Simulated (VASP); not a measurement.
```
CELL_PARAMETERS angstrom
      0.00000     1.77024     1.77024
      1.77024     0.00000     1.77024
      1.77024     1.77024     0.00000
ATOMIC_POSITIONS crystal
  B  0.00000 0.00000 0.00000
  N  0.25000 0.25000 0.25000
```

These are PBE GGA, VASP's PBE PAW potentials (set 64) (plane waves; VASP) values and carry that method's errors. Numerical set-up: 620 eV cut-off, 13×13×13 Γ-centred mesh, Gaussian smearing of 0.050 eV, potentials B N.

Problem. Estimate the energy per atom (σ→0), pressure.

Solution. 
```
Quantity                       Result
---------------------  --------------
energy per atom (σ→0)  -8.691 eV/atom
pressure                    29.95 GPa
```

The compound is BN in the zinc blende structure. It was relaxed first under an external pressure of 30 GPa.
